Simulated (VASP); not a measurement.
Calculation: PBE GGA with D4 dispersion, VASP's PBE PAW potentials (set 64) (plane waves; VASP).

VASP ran on this input.

File POSCAR:
```
ZnF2
1.0
  4.7160205774   0.0000000000   0.0000000000
  0.0000000000   4.7160205774   0.0000000000
  0.0000000000   0.0000000000   3.1478427676
Zn F
2 4
Cartesian
  0.0000000000   0.0000000000   0.0000000000
  2.3580102887   2.3580102887   1.5739213838
  1.4310865978   1.4310865978   0.0000000000
  3.7890968865   0.9269236909   1.5739213838
  0.9269236909   3.7890968865   1.5739213838
  3.2849339796   3.2849339796   0.0000000000
```

**INCAR**
```
# general
SYSTEM  = ZnF2
PREC    = Accurate
ENCUT   = 520
LREAL   = F
LASPH   = T

# electronic loop
EDIFF   = 1E-7
NELM    = 100
ALGO    = Normal
LMAXMIX = 4

# smearing
ISMEAR  = 0
SIGMA   = 0.05

# functional
GGA     = PE
IVDW    = 13

# ions
IBRION  = 2
NSW     = 30
ISIF    = 4
EDIFFG  = -0.01

# output
LWAVE   = F
LCHARG  = F
```

**KPOINTS**
```
Automatic
0
gamma
  5 5 7
0 0 0
```

POTCAR, in this order: Zn F (PBE.64 set). Program: vasp_std.

Q: Predict the energy per atom (σ→0), dispersion energy, band gap (on the k-mesh).

A: 
```json
{
 "energy per atom (σ→0)": "-4005 meV/atom",
 "dispersion_energy": "-844 meV",
 "band gap (on the k-mesh)": "3.46 eV"
}
```

### OSZICAR
```
...
DAV:   1    -0.231850382320E+02   -0.84649E-03   -0.22913E-01  1488   0.369E+00    0.309E-01
DAV:   2    -0.231848815923E+02    0.15664E-03   -0.90520E-03  1796   0.867E-01    0.179E-01
DAV:   3    -0.231843438288E+02    0.53776E-03   -0.37116E-04  2229   0.278E-01    0.401E-02
DAV:   4    -0.231843340622E+02    0.97665E-05   -0.15790E-04  1667   0.104E-01    0.112E-02
DAV:   5    -0.231843348511E+02   -0.78890E-06   -0.15813E-05  1643   0.478E-02    0.412E-03
DAV:   6    -0.231843347148E+02    0.13639E-06   -0.25591E-06  1726   0.262E-02    0.186E-03
DAV:   7    -0.231843347316E+02   -0.16805E-07   -0.13228E-07  1073   0.691E-03
   3 F= -.24028022E+02 E0= -.24028022E+02  d E =-.847192E-03
```

The compound is ZnF2 in the rutile structure. This cell is one point of a volume scan, at 0.97 of the reference volume. Symmetry was kept, so distortions that lower it aren't found.
